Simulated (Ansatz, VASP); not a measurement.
MgSc2C2: VASP beside Ansatz

File INCAR:

```
PREC = Accurate
ENCUT = 600
EDIFF = 1E-7
ISMEAR = 0
SIGMA = 0.1
LREAL = False
LASPH = True
NELM = 100
ALGO = Normal
ISIF = 3
LWAVE = False
LCHARG = False
GGA = PE
IBRION = 2
NSW = 90
EDIFFG = -0.04
```

KPOINTS

```
Automatic mesh
0
Gamma
  6 6 4
```

File POSCAR:

```
MgSc2C2
1.0
    3.7863352800      0.0000000000      0.0000000000
   -1.8931676400      3.2790625400      0.0000000000
    0.0000000000      0.0000000000      7.4040821000
Mg Sc C
1 2 2
Direct
    0.6666666700      0.3333333300      0.0000000000
    0.0000000000      0.0000000000      0.7055339800
    0.0000000000      0.0000000000      0.2944660200
    0.6666666700      0.3333333300      0.5000000000
    0.3333333300      0.6666666700      0.0000000000
```

Input for Ansatz:

```yaml
crystal:
  lattice:
    - [3.78633528, 0.0, 0.0]
    - [-1.89316764, 3.27906254, 0.0]
    - [0.0, 0.0, 7.4040821]
  atoms:
    - { symbol: Mg, position: [0.66666667, 0.33333333, 0.0] }
    - { symbol: Sc, position: [0.0, 0.0, 0.70553398] }
    - { symbol: Sc, position: [0.0, 0.0, 0.29446602] }
    - { symbol: C, position: [0.66666667, 0.33333333, 0.5] }
    - { symbol: C, position: [0.33333333, 0.66666667, 0.0] }
basis:
  ecutwfc: 420
kpoints:
  mp_grid: { grid: [6, 6, 4] }
hamiltonian:
  xc: pbe
scf:
  occupations: { method: gaussian, width: 0.1 }
  lower_state_search: "off"
output:
  forces: true
  stress: true
  eigenvalues: true
relax:
  adjacent_minimum: "off"
  f_tol: 0.04
  max_steps: 70
  cell: { stress_tol: 0.4 }
```

Change from the starting cell: species swapped into the Sr2ZnAs2 type (P-6m2, No. 187).

Alike in both runs: task relaxation of cell and atoms; functional PBE; k mesh 6 × 6 × 4; occupations gaussian, width 0.1 eV; no spin polarisation.

|  | VASP | Ansatz |
| --- | --- | --- |
| version | VASP 6.6.1 | Ansatz 0.2.0 |
| potentials or method | VASP PAW PBE potentials, release 64 (Mg, Sc_sv, C) | scalar-relativistic, plane waves, PAW |
| plane-wave cutoff (eV) | 600 | 420 |
| valence electrons in the cell | 32 | 40 |

|  | VASP | Ansatz | Ansatz less VASP |
| --- | --- | --- | --- |
| gap on the k mesh at the Fermi level, each at its own relaxed structure (eV) | none | none | - |
| relaxed volume (Å³/atom) | 13.91 | 13.92 | +0.013 |
| relaxed cell length with the largest relative difference (Å) | 6.393 | 6.405 | +0.0118 |
| energy change over the relaxation (meV/atom) | -328 | -332 | -4.1 |

A gap of «none» marks a metal or a gap that the smearing closes. The two sets of potentials don't hold the same shells in valence.

Caveats: the volume moved by over 15 % at a fixed basis, so the end points are rough (VASP).
